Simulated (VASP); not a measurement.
Shape and ions are relaxed at each volume.

Energy against volume of TiAl (L1_0). Level of theory: PW91 GGA, VASP's PBE PAW potentials (set 64) (plane waves; VASP 6.6.1).

```tsv
V (Å³/atom)	E (eV/atom)
15.250	-6.12544
15.737	-6.14294
16.224	-6.14849
16.711	-6.14371
17.197	-6.13004
```

Problem. Fit a third-order Birch-Murnaghan equation of state.

Solution. 
```yaml
volume_per_atom: 16.23 Å³/atom
bulk_modulus: 1130 kbar
pressure_derivative_of_the_bulk_modulus: 3.92
```

The compound is TiAl in the L1_0 structure. It was relaxed first.
